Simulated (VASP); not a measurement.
Input:

```yaml
crystal:
  lattice:
    - [2.93408, 0.00000, 0.00000]
    - [0.00000, 2.93408, 0.00000]
    - [0.00000, 0.00000, 2.93408]
  atoms:
    - { symbol: Ag, position: [0.00000, 0.00000, 0.00000] }
    - { symbol: B, position: [0.50000, 0.50000, 0.50000] }
```

The numbers are results of PBE GGA, VASP's PBE PAW potentials (set 64) (plane waves; VASP 6.6.1), not measurements. Numerical set-up: 400 eV cut-off, 6×6×6 Γ-centred mesh, Gaussian smearing of 0.20 eV, potentials Ag B.

At this cut-off the stress carries a Pulay error, which pulls relaxed volumes low.

Question: Estimate the energy per atom (σ→0), pressure, band gap (on the k-mesh) with the smallest direct gap where there is one.

Answer: 
```yaml
band gap (on the k-mesh): none (metal, semimetal or under 0.01 eV)
energy per atom (σ→0): -3.314 eV/atom
pressure: -3.12 GPa
```

The structure was generated: AgB was put into an ordered model structure, which need not be its known phase. The cell was not relaxed at this level. The k-mesh is coarse (spacing up to 0.36 per Å, 2π included), so the numbers may not be converged in it.
